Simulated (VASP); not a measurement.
```xyz
2
Lattice="1.4900 -2.5808 0.0000 1.4900 2.5808 0.0000 0.0000 0.0000 5.6200" Properties=species:S:1:pos:R:3 pbc="T T T"
Cd     1.4900     0.8603     1.4050
Cd     1.4900    -0.8603     4.2150
```

These are PBE GGA, VASP's PBE PAW potentials (set 64) (plane waves; VASP) values and carry that method's errors. Run with 800 eV cut-off, 13×13×6 Γ-centred mesh, first-order Methfessel-Paxton smearing of 0.10 eV, potentials Cd.

What does the run give for the energy per atom (σ→0), pressure, band gap (on the k-mesh) with the smallest direct gap where there is one?

```json
{
  "band gap (on the k-mesh)": "none (metal, semimetal or under 0.01 eV)",
  "energy per atom (σ→0)": "-0.739 eV/atom",
  "pressure": "3.02 GPa"
}
```

Only differences to runs with the same potentials and settings are physical.

The compound is Cd in the hcp structure. The cell was not relaxed at this level. The run is one of a series of settings (ENCUT = 800 against the base run), some of them coarse on purpose.
